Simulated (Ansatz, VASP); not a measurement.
# KBr in two plane-wave programs

One calculation is typed for both programs; each brings its own data sets. How far apart do they land? The cell is taken from a series of runs on this material, whose earlier steps may have relaxed, scaled, displaced or heated it; both programs get it as it stands.

Main program and level: Ansatz 0.2.0; plane waves, with VASP 6.6.1 beside it; relaxation of cell and atoms at LDA.

### 1. The starting structure

It takes space group Fm-3m (No. 225, cubic). The conventional cell has a = 6.372 Å, b = 6.372 Å, c = 6.372 Å, α = 90.00°, β = 90.00°, γ = 90.00°. K has 6 Br at 3.19 Å nearest. Nearest to Br lie 6 K at 3.19 Å. Farther neighbours and most contacts between anions are not listed.

### 2. VASP: relaxation of cell and atoms, LDA

The relaxed volume is the usual yardstick between codes: in a stiff, nearly cubic crystal its relative difference is about their pressure difference at one cell divided by the bulk modulus.

Lines of VASP's logs that name or quote its potential files are left out, and so is its time.

INCAR reads:

```
SYSTEM = KBr
PREC = Accurate
ENCUT = 500
EDIFF = 1E-07
NELM = 120
ISMEAR = 0
SIGMA = 0.01
LREAL = .FALSE.
ALGO = Normal
GGA = CA
NBANDS = 14
LORBIT = 11
LWAVE = .FALSE.
LCHARG = .FALSE.
ISIF = 3
IBRION = 2
NSW = 80
EDIFFG = -0.005
LASPH = .TRUE.
GGA_COMPAT = .FALSE.
NELMIN = 4
EFERMI = MIDGAP
```

POSCAR reads:

```
KBr
1.0
    0.0000000000      3.1857840000      3.1857840000
    3.1857840000      0.0000000000      3.1857840000
    3.1857840000      3.1857840000      0.0000000000
K Br
1 1
Direct
    0.0000000000      0.0000000000      0.0000000000
    0.5000000000      0.5000000000      0.5000000000
```

KPOINTS reads:

```
Automatic mesh
0
Gamma
8 8 8
0 0 0
```

PAW data sets: K_sv and Br (LDA family, release 64).

Started as:

```bash
$ mpirun -np 1 vasp_std
```

Numbers of over 12 decimals in the logs are rounded to 6 here.

What it wrote:

```text
[banner, memory and clock lines left out]
running    1 mpi-ranks, on    1 nodes
 distrk:  each k-point on    1 cores,    1 groups
 distr:  one band on    1 cores,    1 groups

 POSCAR found type information on POSCAR K Br
 POSCAR found :  2 types and       2 ions
 LDA part: xc-table for (Slater(with rela. corr.)+CA(PZ))
 , standard interpolation
 POSCAR, INCAR and KPOINTS ok, starting setup
 FFT: planning ... GRIDC
 FFT: planning ... GRID_SOFT
 FFT: planning ... GRID
 WAVECAR not read
 entering main loop
       N       E                     dE             d eps       ncg     rms          rms(c)
DAV:   1     0.980638370521E+02    0.98064E+02   -0.68791E+03   812   0.994E+02
DAV:   2    -0.846242152349E+00   -0.98910E+02   -0.90906E+02  1016   0.253E+02
DAV:   3    -0.674874186298E+01   -0.59025E+01   -0.58671E+01  1112   0.524E+01
DAV:   4    -0.700329432581E+01   -0.25455E+00   -0.25446E+00  1232   0.101E+01
DAV:   5    -0.700560775575E+01   -0.23134E-02   -0.23134E-02  1106   0.105E+00    0.404E+00
DAV:   6    -0.685516262456E+01    0.15045E+00   -0.19780E-01   950   0.235E+00    0.291E+00
DAV:   7    -0.683395610447E+01    0.21207E-01   -0.78481E-02  1052   0.163E+00    0.128E+00
DAV:   8    -0.683443749688E+01   -0.48139E-03   -0.88296E-03  1020   0.752E-01    0.171E-01
DAV:   9    -0.683444114583E+01   -0.36490E-05   -0.17117E-04  1158   0.841E-02    0.718E-02
DAV:  10    -0.683450072828E+01   -0.59582E-04   -0.66883E-05   902   0.455E-02    0.306E-02
DAV:  11    -0.683449956942E+01    0.11589E-05   -0.54675E-06  1052   0.169E-02    0.461E-03
DAV:  12    -0.683449982673E+01   -0.25731E-06   -0.29909E-07   914   0.406E-03    0.758E-04
DAV:  13    -0.683449983098E+01   -0.42535E-08   -0.11635E-08   598   0.764E-04
   1 F= -.68344998E+01 E0= -.68344998E+01  d E =-.683450E+01
 curvature:   0.00 expect dE= 0.000E+00 dE for cont linesearch  0.000E+00
 trial: gam= 0.00000 g(F)=  0.147E-64 g(S)=  0.102E-03 ort = 0.000E+00 (trialstep = 0.100E+01)
 search vector abs. value=  0.102E-03
 bond charge predicted
       N       E                     dE             d eps       ncg     rms          rms(c)
DAV:   1    -0.683531168006E+01   -0.81185E-03   -0.16102E-02  1082   0.120E+00    0.169E-01
DAV:   2    -0.683471439267E+01    0.59729E-03   -0.14106E-03  1026   0.316E-01    0.688E-02
DAV:   3    -0.683456655166E+01    0.14784E-03   -0.46428E-04  1494   0.167E-01    0.559E-02
DAV:   4    -0.683456978634E+01   -0.32347E-05   -0.93683E-06  1372   0.218E-02    0.229E-02
DAV:   5    -0.683457066317E+01   -0.87683E-06   -0.13714E-05  1422   0.184E-02    0.374E-03
DAV:   6    -0.683457055161E+01    0.11157E-06   -0.18206E-07   878   0.410E-03    0.195E-03
DAV:   7    -0.683457055547E+01   -0.38622E-08   -0.24199E-08   466   0.102E-03
   2 F= -.68345706E+01 E0= -.68345706E+01  d E =-.707245E-04
 trial-energy change:   -0.000071  1 .order   -0.000069   -0.000102   -0.000035
 step:   1.4163(harm=  1.5204)  dis= 0.00000  next Energy=    -6.834578 (dE=-0.782E-04)
 bond charge predicted
       N       E                     dE             d eps       ncg     rms          rms(c)
DAV:   1    -0.683470793120E+01   -0.13738E-03   -0.27992E-03  1082   0.499E-01    0.695E-02
DAV:   2    -0.683460616543E+01    0.10177E-03   -0.24494E-04  1014   0.131E-01    0.282E-02
DAV:   3    -0.683458105506E+01    0.25110E-04   -0.79847E-05  1494   0.693E-02    0.231E-02
DAV:   4    -0.683458166861E+01   -0.61355E-06   -0.18408E-06  1372   0.910E-03    0.957E-03
DAV:   5    -0.683458185780E+01   -0.18919E-06   -0.23429E-06  1434   0.754E-03    0.155E-03
DAV:   6    -0.683458183873E+01    0.19070E-07   -0.27065E-08   624   0.170E-03
   3 F= -.68345818E+01 E0= -.68345818E+01  d E =-.820077E-04
 curvature:  -0.73 expect dE=-0.110E-05 dE for cont linesearch -0.110E-05
 trial: gam=-0.10658 g(F)=  0.280E-59 g(S)=  0.151E-05 ort = 0.124E-04 (trialstep = 0.108E+01)
 search vector abs. value=  0.223E-07
 reached required accuracy - stopping structural energy minimisation
```

OUTCAR, selected parts (step 2):

```text
ion  position               nearest neighbor table
   1  0.000  0.000  0.000-   2 3.19   2 3.19   2 3.19   2 3.19   2 3.19   2 3.19
   2  0.500  0.500  0.500-   1 3.19   1 3.19   1 3.19   1 3.19   1 3.19   1 3.19

  LATTYP: Found a face centered cubic cell.
 ALAT       =     6.3715680000

 Subroutine GETGRP returns: Found 48 space group operations
 (whereof 48 operations were pure point group operations)

The static configuration has the point symmetry O_h .

 Found     29 irreducible k-points:

   k-points           NKPTS =     29   k-points in BZ     NKDIM =     29   number of bands    NBANDS=     14

   dimension x,y,z NGX =    36 NGY =   36 NGZ =   36
   dimension x,y,z NGXF=    72 NGYF=   72 NGZF=   72

   ENCUT  =  500.0 eV  36.75 Ry    6.06 a.u.   8.21  8.21  8.21*2*pi/ulx,y,z

   NELECT =      16.0000    total number of electrons

 k-points in reciprocal lattice and weights: Automatic mesh
   0.00000000  0.00000000  0.00000000       0.002
   0.12500000  0.00000000  0.00000000       0.016
   0.25000000  0.00000000  0.00000000       0.016
   0.37500000  0.00000000  0.00000000       0.016
   0.50000000  0.00000000  0.00000000       0.008
   0.12500000  0.12500000  0.00000000       0.012
   0.25000000  0.12500000  0.00000000       0.047
   0.37500000  0.12500000  0.00000000       0.047
   0.50000000  0.12500000  0.00000000       0.047
[...]
-0.37500000  0.50000000  0.12500000       0.023
  -0.25000000  0.50000000  0.25000000       0.012

 average (electrostatic) potential at core
       1 -35.6212       2 -70.5434

 E-fermi :   0.6954

 k-point     1 :       0.0000    0.0000    0.0000
  band No.  band energies     occupation
    ...
      4     -12.4051      2.00000
      5     -12.4051      2.00000
      6      -1.4636      2.00000
      7      -1.4636      2.00000
      8      -1.4636      2.00000
      9       2.8544      0.00000
     10       5.8766      0.00000
     11       5.8766      0.00000
     12       5.8766      0.00000
     13       6.8219      0.00000
    ...

 k-point     2 :       0.1250    0.0000    0.0000
  band No.  band energies     occupation
    ...
      4     -12.4063      2.00000
      5     -12.3580      2.00000
      6      -1.7535      2.00000
      7      -1.5356      2.00000
      8      -1.5356      2.00000
      9       3.3074      0.00000
     10       5.7736      0.00000
     11       6.0838      0.00000
     12       6.0838      0.00000
     13       7.0665      0.00000
    ...

 k-point     3 :       0.2500    0.0000    0.0000
  band No.  band energies     occupation
    ...
      4     -12.4090      2.00000
      5     -12.2504      2.00000
      6      -2.3161      2.00000
      7      -1.6998      2.00000
      8      -1.6998      2.00000
      9       4.2199      0.00000
     10       5.8365      0.00000
     11       6.6623      0.00000
     12       6.6623      0.00000
     13       7.7396      0.00000
    ...

  Total        0.0045634      0.0045634      0.0045634      0.0000000     -0.0000000      0.0000000
  in kB        0.1126290      0.1126290      0.1126290      0.0000000     -0.0000000      0.0000000
  external PRESSURE =       0.1126290 kB  Pullay stress =       0.0000000 kB

  energy-cutoff  :      500.00
  volume of cell :       64.92
      direct lattice vectors                 reciprocal lattice vectors
     0.000000000  3.189878599  3.189878599    -0.156745777  0.156745777  0.156745777
     3.189878599  0.000000000  3.189878599     0.156745777 -0.156745777  0.156745777
     3.189878599  3.189878599  0.000000000     0.156745777  0.156745777 -0.156745777

 POSITION                                       TOTAL-FORCE (eV/Angst)
 -----------------------------------------------------------------------------------
      0.00000      0.00000      0.00000        -0.000000      0.000000      0.000000
      3.18988      3.18988      3.18988         0.000000     -0.000000     -0.000000
 -----------------------------------------------------------------------------------
    total drift:                                0.000000      0.000000      0.000000

  FREE ENERGIE OF THE ION-ELECTRON SYSTEM (eV)
  ---------------------------------------------------
  free  energy   TOTEN  =        -6.8345818387 eV

  energy  without entropy=       -6.8345818387  energy(sigma->0) =       -6.83458184

 reached required accuracy - stopping structural energy minimisation

 total charge
# of ion       s       p       d       tot
------------------------------------------
    1        1.959   5.565   0.034   7.557
    2        1.601   3.294   0.002   4.897
--------------------------------------------------
tot          3.559   8.859   0.035  12.454

[... 3 further parts left out ...]
```

CONTCAR:

```
KBr
   1.00000000000000
     0.0000000000000000    3.1898785991717138    3.1898785991717138
     3.1898785991717138    0.0000000000000000    3.1898785991717138
     3.1898785991717138    3.1898785991717138    0.0000000000000000
  K               Br
     1     1
Direct
     0.0000000000000000    0.0000000000000000    0.0000000000000000
     0.5000000000000000    0.5000000000000000    0.5000000000000000
```

### 3. Ansatz: relaxation of cell and atoms, LDA

Ansatz runs on its default PAW (the set named soft_2) files.

The same cell, functional (in two slightly different forms) and mesh now go to Ansatz.

input.yaml reads:

```yaml
crystal:
  lattice:
    - [0.0, 3.1857844804, 3.1857844804]
    - [3.1857844804, 0.0, 3.1857844804]
    - [3.1857844804, 3.1857844804, 0.0]
  atoms:
    - { symbol: K, position: [0.0, 0.0, 0.0] }
    - { symbol: Br, position: [0.5, 0.5, 0.5] }
kpoints:
  mp_grid: { grid: [8, 8, 8] }
hamiltonian:
  xc: lda
scf:
  occupations: { method: fixed }
output:
  forces: true
  stress: true
  eigenvalues: true
basis:
  ecutwfc: 550.0
relax:
  adjacent_minimum: "off"
  f_tol: 0.001
  max_steps: 60
  cell: { stress_tol: 0.01 }
```

Started as:

```bash
$ ansatz run input.yaml --threads 4 --pin off --max-ram 16384MiB --backend cpu --events-out ev --progress --plain --runs-dir out
```

What it wrote:

```text
Engine: ansatz 0.2.0, x86_64-unknown-linux-gnu
Pseudopotentials: kind: paw
Pseudopotential: K, paw, valence charge 9, recommended cutoff 420 eV (normal), K.paw.azcp
Pseudopotential: Br, paw, valence charge 7, recommended cutoff 420 eV (normal), Br.paw.azcp
Functional definition: SPW92
  exchange = slater_x
  correlation = pw_c
Crystal: 2 atoms, lattice volume = 64.666 Å³
Basis set: ecut = 550 eV, 1917 PW (Γ)
Bands: 12, of which v1, the nominal top of the filled ones, is band 8 counted from 1 (7 counted from 0)
Symmetry: 48 space group operations
Space group: Fm-3m (ITA 225), of the structure as read, at distance tolerance 4.0e-5 Å
k-points: 29 of 512
Non-local potential: K, projectors of the file, l = 0: 3, l = 1: 2, l = 2: 2
Non-local potential: Br, projectors of the file, l = 0: 2, l = 1: 2, l = 2: 2
PAW form: soft (Blöchl's): semilocal exchange-correlation on the pseudo side does not see the compensation charge
PAW frozen core: K, regenerated for the run's functional, and the local potential with it (the file was generated under x = pbe(κ = 0.804, μ = 0.219515), c = pbe(β = 0.066725))
PAW frozen core: Br, regenerated for the run's functional, and the local potential with it (the file was generated under x = pbe(κ = 0.804, μ = 0.219515), c = pbe(β = 0.066725))
PAW one-centre angular grid: K, 110 points (default); XC on 64 Gauss nodes
PAW one-centre angular grid: Br, 110 points (default); XC on 64 Gauss nodes
Initial density: superposition of atomic densities (neutral atoms: chi_scale 0, normalization atom), corrected by the library's trained network
Initial wavefunctions: pseudopotential atomic-orbital guess
Functional: x = slater, c = lda
SCF iter   1: F=—  HF=-4193.642861 eV  |F-HF|=—  |Δ(HF+E_count)|=         —  Δρ=5.06e-3  dr2=9.65e-3  ethr=1.77e-3  ⟨swp⟩=5.3  Hψ=1930  notcnv=0  defer=52
preconditioner: auto → none  [insulator: Δε(μ)=4.285 eV  Ē_g=14.653 eV  n_scr=14 (ndim 8)  ℏωp=17.3 eV  f_vac=0.036  ε∞_Penn≈2.4]
SCF iter   2: F=—  HF=-4193.640068 eV  |F-HF|=—  |Δ(HF+E_count)|=   2.79e-3  Δρ=2.45e-3  dr2=1.80e-3  ethr=6.03e-5  ⟨swp⟩=2.4  Hψ=762  notcnv=0  defer=56
SCF iter   3: F=—  HF=-4193.639638 eV  |F-HF|=—  |Δ(HF+E_count)|=   4.30e-4  Δρ=2.54e-4  dr2=3.29e-5  ethr=1.13e-5  ⟨swp⟩=1.2  Hψ=374  notcnv=0  defer=56
SCF iter   4: F=—  HF=-4193.639629 eV  |F-HF|=—  |Δ(HF+E_count)|=   8.97e-6  Δρ=4.51e-5  dr2=2.01e-6  ethr=2.06e-7  ⟨swp⟩=2.0  Hψ=578  notcnv=0  defer=52
iter 5 did not close the SCF: its close was put off for the readings that it lacked (scf_convergence_deferred on its scf_iter line)
SCF iter   5: F=-4193.639628 eV  HF=-4193.639628 eV  |F-HF|=3.34e-8  |Δ(HF+E_count)|=   6.48e-7  Δρ=1.79e-5  dr2=7.46e-8  ethr=1.26e-8  ⟨swp⟩=2.2  Hψ=527  notcnv=0  defer=49
SCF iter   6: F=-4193.639628 eV  HF=-4193.639628 eV  |F-HF|=1.76e-8  |Δ(HF+E_count)|=   7.34e-9  Δρ=4.97e-6  dr2=2.09e-8  ethr=4.66e-10  ⟨swp⟩=6.3  Hψ=2283  notcnv=0
SCF 1 converged in 6 iterations: F = -4193.639628 eV  dr2 = 2.09e-8
  greatest PAW one-centre occupation: 0.985 electrons in one spin orbital (limit 2), on the K atom at site 0 (counted from 0), in its partial waves of l = 0
relax step   1: F+E_penalty+E_count = -4193.63962812 eV  Δ(F+E_penalty+E_count) = +0.000e0 eV  max|allowed force component| = 4.115e-29 eV/Å  Δτ_max = 0.0000 Å  P = +0.001 GPa  Ω = 64.666 Å³  (6 SCF iters, dr2 threshold 1.00e-7 eV, accepted)
Initial density: handed on by an earlier stage of this run
Initial wavefunctions: pseudopotential atomic-orbital guess (no wavefunctions were taken with the density)
iter 1 solved again at ethr=6.23e-7 eV; its pass at ethr=3.10e-3 eV (dr2=9.98e-5 eV) is discarded
SCF iter   1: F=—  HF=-4193.639628 eV  |F-HF|=—  |Δ(HF+E_count)|=         —  Δρ=5.66e-6  dr2=2.14e-8  ethr=6.23e-7  ⟨swp⟩=3.1  Hψ=2943  notcnv=0  defer=56
eigensolver tolerance schedule: the retry pair's looser diagonalisation over-reported the residual by 4660.85 of it (diagonalisation noise at 15.02 of the residual, at the tolerance the schedule requests for it); recorded, not acted on — ethr = c·dr2/N_el stays at c = 1.0e-1
preconditioner: auto → none  [insulator: Δε(μ)=4.321 eV  Ē_g=14.688 eV  n_scr=14 (ndim 8)  ℏωp=17.3 eV  f_vac=0.030  ε∞_Penn≈2.4]
SCF iter   2: F=—  HF=-4193.639628 eV  |F-HF|=—  |Δ(HF+E_count)|=   5.55e-7  Δρ=8.22e-7  dr2=3.68e-10  ethr=1.34e-10  ⟨swp⟩=3.5  Hψ=797  notcnv=0  defer=50
SCF iter   3: F=—  HF=-4193.639628 eV  |F-HF|=—  |Δ(HF+E_count)|=  9.19e-11  Δρ=3.52e-7  dr2=3.82e-11  ethr=2.30e-12  ⟨swp⟩=2.2  Hψ=551  notcnv=0  defer=50
SCF iter   4: F=—  HF=-4193.639628 eV  |F-HF|=—  |Δ(HF+E_count)|=  1.18e-11  Δρ=7.58e-8  dr2=2.27e-12  ethr=2.38e-13 (applied; sched 1.00e-12)  ⟨swp⟩=2.4  Hψ=520  notcnv=0  defer=50
SCF iter   5: F=-4193.639628 eV  HF=-4193.639628 eV  |F-HF|=0.00e0  |Δ(HF+E_count)|=    0.00e0  Δρ=2.23e-8  dr2=1.30e-13  ethr=1.00e-12  ⟨swp⟩=8.8  Hψ=2185  notcnv=0
SCF 2 converged in 5 iterations: F = -4193.639628 eV  dr2 = 1.30e-13
relax step   2: F+E_penalty+E_count = -4193.63962813 eV  Δ(F+E_penalty+E_count) = -9.513e-9 eV  max|allowed force component| = 3.313e-29 eV/Å  Δτ_max = 0.0000 Å  P = +0.000 GPa  Ω = 64.666 Å³  stress off target by 3.77e-4 GPa  SCF on the basis re-selected at this cell (its energy is not comparable with the rows above)  (5 SCF iters)
basis re-selected at this cell: Δ(F+E_penalty+E_count) = -9.513e-9 eV, ΔP = -0.000 GPa vs the last step (what re-selecting the basis moved, of the pressure what is left beyond the Pulay correction that the steps carried, after the strain that the cell walked since its last selection, with what the two solves' SCF thresholds leave and, on support functions, any second-order correction that the steps lacked; it is no m [...]
SCF converged after 5 iterations
Free energy (F): -4193.639628 eV
Harris-Foulkes:  -4193.639628 eV  (|F-HF|=0.00e0)
Internal energy: -4193.639628 eV  (E = F + TS)
E sigma→0 (E₀):  -4193.639628 eV
Fermi energy:    1.555243 eV
--- Per-component energies (eV) ---
  E_band       = -124.095666
  E_kinetic    = 389.122325
  E_local      = -798.294139  (includes V_loc(G=0)·N_el)
  E_nonlocal   = 87.268458
  E_hartree    = 255.091627
  E_xc         = -395.283818
  E_vxc        = -269.758131  (∫ρ·V_xc dr)
  E_paw        = -2903.341460  (= ΣΔE_a)
  E_vpaw       = -42.617427  (= ΣTr[D̂ρ^β])
  E_aug_tail   = -0.000001  (compensation charges beyond the density's cutoff)
  E_ewald      = -828.666631
  E_core_change = 0.464011  (= ΣΔE_core)
  E_smearing   = -0.000000  (= −TS)
  E_closure    = -0.000000  (closes the sum)
  Σ components = -4193.639628   (vs F -4193.639628, Δ=0.00e0)
--- Forces (eV/Å), atoms counted from 1 ---
  atom   1  K      0.00000000     0.00000000     0.00000000
  atom   2  Br    -0.00000000     0.00000000    -0.00000000
  max |Σ_I F_I| component: 5.15e-29 eV/Å
--- Stress (GPa, compression-positive) ---
        0.000377       0.000000       0.000000
        0.000000       0.000377      -0.000000
       -0.000000       0.000000       0.000377
  P = ⅓ Tr σ = 0.0004 GPa (0.004 kbar)
--- Band table (eV; the first three rows and the last of 29) ---
  k-point 0: bands = [... 4 lower, -9.3906, 1.5552, 1.5552, 1.5552, 5.8763, 8.9073, 8.9073, 8.9073]
  k-point 1: bands = [... 4 lower, -9.3446, 1.2639, 1.4826, 1.4826, 6.3313, 8.8029, 9.1143, 9.1143]
  k-point 2: bands = [... 4 lower, -9.2390, 0.6991, 1.3169, 1.3169, 7.2462, 8.8658, 9.6919, 9.6919]
  k-point 28: bands = [... 4 lower, -9.2807, 0.8488, 0.8488, 0.8636, 8.7524, 8.7524, 9.9289, 10.7141]
--- Relaxed structure (1 steps of the walk, 1 accepted, 1 SCFs on fresh bases) ---
  F+E_penalty+E_count = -4193.63962813 eV   max|allowed force component| = 3.313e-29 eV/Å   (the final SCF, on the basis selected at the relaxed cell)
  cell:  # Å, volume = 64.6665 Å³
    - [0.0, 3.1857844804, 3.1857844804]
    - [3.1857844804, 0.0, 3.1857844804]
    - [3.1857844804, 3.1857844804, 0.0]
  atoms:
    - { symbol: K, position: [0.0, 0.0, 0.0] }
    - { symbol: Br, position: [0.500000, 0.500000, 0.500000] }
```

### 4. Side by side

Known differences besides the potentials themselves: the two LDA forms differ slightly; fixed occupations in Ansatz, narrow Gaussian smearing in VASP; the cutoff is 550 eV in Ansatz and 500 eV in VASP; VASP's log shows a relativistic correction to its local exchange, Ansatz's none; Ansatz adds a Pulay correction to the stress that steers its cell, VASP none. Total energies have different zeros and are not compared.

Both answers:

| quantity | Ansatz | VASP | difference |
| --- | --- | --- | --- |
| volume (Å³) | 64.67 | 64.92 | -0.38 % |
| edge a after relaxation, in the typed setting (Å) | 4.505 | 4.511 | -0.13 % |

### 5. What came out

| Property | Result |
| --- | --- |
| difference in volume (relaxation of cell and atoms, LDA) | -0.38 % |

What this shows: The difference in volume is -0.38 % (relaxation of cell and atoms, LDA), within the 1.2 % picked in this series as the mark of a large difference, as far as the stopping tolerances let one tell. Such differences can come from data sets, numerical settings and the points named under the comparisons, not from the functional's error against experiment.

[Lines on the potential files, build, host, timing and source positions are cut from VASP's logs without a mark.]

[Logs are printed without paths, hosts, clocks, repeated set-up lines and the standing remarks that a program may print on its own settings, such as how far it seeks lower states.]

[Hosts, paths, dates, database ids (printed as entryN), source tags and the programs' standing remarks are cut or masked in the printed files.]
